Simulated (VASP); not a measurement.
Data:

```xyz
3
Lattice="0.0000 2.8312 2.8312 2.8312 0.0000 2.8312 2.8312 2.8312 0.0000" Properties=species:S:1:pos:R:3 pbc="T T T"
Li     1.4156     1.4156     1.4156
Li     4.2467     4.2467     4.2467
S      2.8312     0.0000     2.8312
```

Calculation: r2SCAN+rVV10, VASP's PBE PAW potentials (set 64) (plane waves; VASP). Numerical set-up: 520 eV cut-off, 8×8×8 Γ-centred mesh, tetrahedra with Blöchl corrections, potentials Li_sv S.

**Question.** What does the run give for the energy per atom (σ→0), band gap (over mesh and band path) with the smallest direct gap where there is one?

**Answer.** 
| Item | Value |
|---|---|
| band gap (over mesh and band path) | 3.78 eV |
| smallest direct gap (over mesh and band path) | 5.06 eV |
| energy per atom (σ→0) | -5.687 eV/atom |

The absolute energy has meaning only against runs of the same code, potentials and settings.

The compound is Li2S in the antifluorite structure. It was relaxed first.
